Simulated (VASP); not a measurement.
Data:

```yaml
crystal:
  lattice:
    - [-3.23718, 3.23718, 6.33273]
    - [3.23718, -3.23718, 6.33273]
    - [3.23718, 3.23718, -6.33273]
  atoms:
    - { symbol: Rb, position: [0.75000, 0.25000, 0.50000] }
    - { symbol: Rb, position: [0.25000, 0.75000, 0.50000] }
    - { symbol: Rb, position: [0.50000, 0.50000, 0.00000] }
    - { symbol: Li, position: [0.00000, 0.00000, 0.00000] }
```

Method: PBEsol GGA, VASP's PBE PAW potentials (set 64) (plane waves; VASP). Run with 520 eV cut-off, Gaussian smearing of 0.050 eV, potentials Rb_sv Li_sv.

Task: What does the run give for the band gap (along the path) with the smallest direct gap where there is one?

Result: 
```
Quantity                                                      Value
-------------------------  ----------------------------------------
band gap (along the path)  none (metal, semimetal or under 0.01 eV)
```

The absolute energy has meaning only against runs of the same code, potentials and settings.

The structure comes from a computed database's Rb3Li entry (I4/mmm); how it stands against other phases isn't given here. It was relaxed first.
